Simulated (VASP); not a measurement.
Set up this calculation in VASP 6.6.1, as the native input.

* Task: atomic charges
* Functional: PBE
* Dispersion: TS
* Potentials or basis: VASP PAW PBE potentials, release 64 (S, Ga_d, H)
* Cutoff: 520 eV
* k mesh: 1 × 1 × 1
* Occupations: gaussian, width 0.01 eV
* Spin: no spin polarisation
* Further INCAR settings: ALGO = Fast; EDIFF = 1e-06

The structure of SGaH3 lies in POSCAR:

```
GaH3S
1.0
   12.0000000000      0.0000000000      0.0000000000
    0.0000000000     12.0000000000      0.0000000000
    0.0000000000      0.0000000000     12.0000000000
S Ga H
1 1 3
Direct
    0.5229750000      0.3777625000      0.5592250000
    0.4922833300      0.5349708300      0.4702416700
    0.6250416700      0.4065041700      0.5949666700
    0.3771250000      0.5432458300      0.4107000000
    0.5853500000      0.6257375000      0.4723750000
```

These files were run (other wordings do the same):

INCAR

```
PREC = Accurate ; ENCUT = 520
EDIFF = 1E-6 ; ISMEAR = 0
SIGMA = 0.01 ; LREAL = F
LASPH = T ; NELM = 100
ALGO = Fast ; ISIF = 2
LWAVE = F ; LCHARG = F
GGA = PE ; IVDW = 2
LORBIT = 10
```

KPOINTS

```
regular mesh
0
Gamma
  1 1 1
```

Potentials or basis: VASP PAW PBE potentials, release 64 (S, Ga_d, H).

Command:

```console
$ cat potpaw_PBE.64/S/POTCAR potpaw_PBE.64/Ga_d/POTCAR potpaw_PBE.64/H/POTCAR > POTCAR
$ mpirun -np 1 vasp_gam > vasp.out
```

It gave:

The largest force is 0.209 eV/Å, the gap between the frontier levels is 4.29 eV and the valence electrons inside the program's atomic spheres are S 3.76; Ga 11.76; H 0.60, 0.54. The hirshfeld charges are S -0.16; Ga +0.34; H +0.04, -0.11 e. The dispersion energy per atom is -0.003 eV.

Wall time 2.5 min on 1 thread of Intel(R) Xeon(R) Platinum 8259CL CPU @ 2.50GHz (Skylake/Cascade Lake) (shared host), peak memory 1.3 GiB.
